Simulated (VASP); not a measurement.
A run of VASP 6.6.1:

File INCAR:

```
ALGO     = Normal         # electronic algorithm
EDIFF    = 1E-7           # SCF threshold, eV
EDIFFG   = -0.002         # ionic threshold
ENCUT    = 520            # plane-wave cutoff, eV
GGA      = PE             # functional
IBRION   = 2              # ionic algorithm
ISIF     = 3              # what is computed and relaxed
ISMEAR   = 0              # smearing method
LASPH    = T              # aspherical terms in the spheres
LCHARG   = F              # write CHGCAR
LREAL    = F              # projectors in reciprocal space
LWAVE    = F              # write WAVECAR
NELM     = 100            # most SCF steps
NSW      = 80             # ionic steps
PREC     = Accurate       # precision mode
SIGMA    = 0.02           # smearing width, eV
```

File KPOINTS:

```
k-points
0
Gamma
  4 4 4
```

POSCAR

```
SiC
1.0
    0.0000000000      2.1790000000      2.1790000000
    2.1790000000      0.0000000000      2.1790000000
    2.1790000000      2.1790000000      0.0000000000
Si C
1 1
Direct
    0.0000000000      0.0000000000      0.0000000000
    0.2500000000      0.2500000000      0.2500000000
```

Potentials or basis: VASP PAW PBE potentials, release 64 (Si, C).

The run is started by

```bash
$ cat potpaw_PBE.64/Si/POTCAR potpaw_PBE.64/C/POTCAR > POTCAR
$ mpirun -np 1 vasp_std > vasp.out
```

Hardware: 1 thread of Intel(R) Xeon(R) Platinum 8259CL CPU @ 2.50GHz (Skylake/Cascade Lake), with other jobs on the host.

Q: How long does it take, and how much memory?

A: Wall time 6.6 s on 1 thread of Intel(R) Xeon(R) Platinum 8259CL CPU @ 2.50GHz (Skylake/Cascade Lake) (shared host), peak memory 0.12 GiB. Counts: scf iterations 31, k points 8, ion steps 3.
